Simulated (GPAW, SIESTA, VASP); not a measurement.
Ti3S2: programs and potentials compared

```
Ti S
1.0
     2.71311    1.56642    3.23762
    -2.71311    1.56642    3.23762
     0.00000   -3.13283    3.23762
Ti S
3 2
Direct
  0.00000 0.33565 0.66434
  0.66434 0.00000 0.33565
  0.33565 0.66434 0.00000
  0.16784 0.16784 0.16784
  0.83216 0.83216 0.83216
```

The cell comes from a database or a generator and needn't be the stable form of this composition.

Alike in all runs: task single point; functional PBEsol; k mesh 6 × 6 × 6; occupations fermi-dirac, width 0.05 eV; no spin polarisation; no spin-orbit coupling. A missing gap at this level doesn't show that the real crystal is a metal. Pressure is positive in compression and, in plane waves, holds the error of the finite cutoff.

```tsv
program and potentials	plane-wave cutoff (eV)	notes	band gap (eV)	pressure (GPa)
VASP, PBE PAW files S, Ti_sv, 520 eV	520	potentials made for PBE	no gap	-4.28
GPAW, PAW data sets generated for this functional	600	-	no gap	-4.44
SIESTA, files PseudoDojo sr-pbesol-0.4.1-standard, DZP (energy shift 0.003 Ry; two zetas on semicore shells)	-	atomic basis	no gap	-3.25
```

Force on atom 1 (Ti), eV/Å:

| program and potentials | x | y | z |
| --- | --- | --- | --- |
| VASP, PBE PAW files S, Ti_sv, 520 eV | 0.018 | -0.031 | 0.000 |
| GPAW, PAW data sets generated for this functional | 0.014 | -0.024 | 0.000 |
| SIESTA, files PseudoDojo sr-pbesol-0.4.1-standard, DZP (energy shift 0.003 Ry; two zetas on semicore shells) | -0.025 | 0.043 | 0.000 |

None finds a gap. The pressure spans -4.44 (GPAW, PAW data sets generated for this functional) to -3.25 GPa (SIESTA, files PseudoDojo sr-pbesol-0.4.1-standard, DZP (energy shift 0.003 Ry; two zetas on semicore shells)). Rows in atomic bases carry the error of their basis and grid, which can be large.

The functional is the same throughout but for its coding, so the spread measures potentials, basis and numerics; runs on potential files found faulty are left out.
